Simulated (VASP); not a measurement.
Elastic constants (GPa) of a crystal from PBEsol GGA, VASP's PBE PAW potentials (set 64) (VASP 6.6.1):

```
       xx     yy     zz    yz     xz    xy
--  -----  -----  -----  ----  -----  ----
xx   72.6   14.9   36.7   0.0  -20.3   0.0
yy   14.9  108.7   39.3   0.0   21.4   0.0
zz   36.7   39.3   82.6   0.0  -13.9   0.0
yz    0.0    0.0    0.0  56.8    0.0  19.3
xz  -20.3   21.4  -13.9   0.0   47.9   0.0
xy    0.0    0.0    0.0  19.3    0.0  26.7
```

Tensors are in the Cartesian frame of the cell as typed. Finite-difference elastic constants of metals are sensitive to mesh and smearing; shear constants can be off by tens of GPa.

**Question.** Work out the Voigt, Reuss and Hill moduli, Young's modulus and Poisson's ratio.

**Answer.** All eigenvalues are positive (smallest 17.3 GPa), so the crystal is stable. K_V = (C11+C22+C33+2(C12+C13+C23))/9 = (263.9 + 2×90.9)/9 = 49.5 GPa; G_V = (263.9 − 90.9 + 3×131.4)/15 = 37.8 GPa. From the compliances, K_R = 46.4 GPa and G_R = 25.7 GPa. Hill: K = 48.0 GPa, G = 31.8 GPa, E = 9KG/(3K+G) = 78.1 GPa, ν = (3K−2G)/(2(3K+G)) = 0.229. K/G = 1.51, below Pugh's 1.75; universal anisotropy A^U = 2.41.

**Question.** With a density of 6.74 g/cm³, what are the mean sound speeds?

**Answer.** v_l = √((K+4G/3)/ρ) = 3.66 km/s and v_t = √(G/ρ) = 2.17 km/s. The crystal is Sb (a7), trigonal.

The compound is Sb in the a7 structure. It was relaxed first.
